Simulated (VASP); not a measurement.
Band gap of zinc-blende II-VI compounds: r2SCAN against PBE

VASP (plane waves, PAW); cells keep the symmetry of their structure type. No spin-orbit coupling. PBE gaps are read over mesh and path in cells relaxed at that level, r2SCAN gaps over mesh and path in cells relaxed at that level. The two cells differ, so the slope holds a volume effect too.

Here x stands for PBE gap and y for r2SCAN gap.

| solid | PBE gap (eV) | r2SCAN gap (eV) | cut-off (eV) |
|---|---|---|---|
| CdSe | 0.50 | 1.04 | 400 |
| CdTe | 0.57 | 1.15 | 520 |
| CdS | 1.03 | 1.53 | 520 |
| ZnSe | 1.14 | 1.86 | 520 |
| ZnS | 2.01 | 2.72 | 520 |
| BeTe | 2.02 | 2.38 | 520 |
| BeS | 3.15 | ? | 520 |

The 6 complete rows are fitted with a straight line, y against x. With u = x - 1.2, the rows have u = -0.7000, -0.6300, -0.1700, -0.0600, 0.8100, 0.8200. Means: u 0.011667, y 1.780. About the means, the sum of products is 2.2060 and the sum of squares of u is 2.2471; the slope is their ratio. Least squares gives y = 1.769 + 0.9817·u. Residuals (row less fit): -0.042, -0.001, -0.072, 0.150, 0.156, -0.194; standard error 0.151 (degrees of freedom: 4). The slope is 0.982 with a standard error of 0.10.

Problem. Estimate the missing y (x = 3.15); what did the run itself give?

Solution. u = 1.9500, so y = 1.769 + 0.9817 × 1.9500 = 3.683 eV. The calculation gives 3.61 eV, 0.073 eV below the prediction (2.8 % of the range of y in the table). The row lies outside the fitted rows, so this is an extrapolation. From the scatter of the fitted rows alone, a prediction at this place has a standard error of 0.255 eV, so the miss is 0.3 times that.

CdSe stands in this structure, whereas wurtzite is the usual form. CdS is here a metastable form; wurtzite is the usual one. Spin-orbit coupling is left out, which can shift this property for CdSe, CdTe, ZnSe, BeTe. Left out of the series because the gap is closed or under 0.1 eV at PBE or r2SCAN: HgTe. The rows are a random draw from the solids of this series computed here; series whose standard error about the line passes 12 to 30 % of the range of y, or with no trend, aren't shown in this form.
